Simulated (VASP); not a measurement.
The system is LiLuSe2.

```
Li Lu Se
1.0
     0.00000    5.62390    5.62390
     5.62390    0.00000    5.62390
     5.62390    5.62390    0.00000
Li Lu Se
4 4 8
Cartesian
  1.4060 1.4060 1.4060
  1.4060 4.2179 4.2179
  4.2179 4.2179 1.4060
  4.2179 1.4060 4.2179
  7.0299 7.0299 7.0299
  7.0299 4.2179 4.2179
  4.2179 4.2179 7.0299
  4.2179 7.0299 4.2179
  4.2530 4.2530 4.2530
  9.8067 7.0650 7.0650
  6.9948 6.9948 4.2530
  7.0650 9.8067 7.0650
  4.2530 6.9948 6.9948
  9.8067 9.8067 9.8067
  6.9948 4.2530 6.9948
  7.0650 7.0650 9.8067
```

The cell was built by a generator and needn't be a form met in nature.

* Program: VASP 6.6.1
* Task: relaxation of cell and atoms
* Functional: PBE
* Potentials or basis: VASP PAW PBE potentials, release 64 (Li, Lu, Se)
* Cutoff: 300 eV
* k mesh: 2 × 2 × 2
* Occupations: gaussian, width 0.03 eV
* Spin: no spin polarisation

At the start: pressure 2.2 GPa; volume 22.23 Å³/atom.

Where does the relaxation end?

Over 5 steps the energy falls by 9.5 meV/atom and the volume is 22.57 Å³/atom (+1.5 %); space group Fd-3m (No. 227, to 0.05 Å).

Step by step:
```
step  energy change (eV)  largest force (eV/Å)  pressure (GPa)  volume (Å³)
   1              0.0000                0.5562            2.18       355.75
   2             -0.1131                0.0473           -1.11       371.58
   3             -0.1245                0.1616           -0.34       367.74
   4             -0.1374                0.1206           -0.24       365.97
   5             -0.1526                0.0057           -0.01       361.13
```

Final structure:
```
Li Lu Se
1.0
     0.00000    5.65212    5.65212
     5.65212    0.00000    5.65212
     5.65212    5.65212    0.00000
Li Lu Se
4 4 8
Direct
  0.12500 0.12500 0.12500
  0.62500 0.12500 0.12500
  0.12500 0.12500 0.62500
  0.12500 0.62500 0.12500
  0.62500 0.62500 0.62500
  0.12500 0.62500 0.62500
  0.62500 0.62500 0.12500
  0.62500 0.12500 0.62500
  0.37543 0.37543 0.37543
  0.37629 0.87457 0.87457
  0.37543 0.37543 0.87371
  0.87457 0.37629 0.87457
  0.87371 0.37543 0.37543
  0.87457 0.87457 0.87457
  0.37543 0.87371 0.37543
  0.87457 0.87457 0.37629
```

Caveat: the k mesh is coarse (spacing up to 0.48 Å⁻¹), so the values aren't converged; the cutoff is under 1.25 times the usual one of these potentials, so pressure, stress and relaxed cells hold a basis-set (Pulay) error.
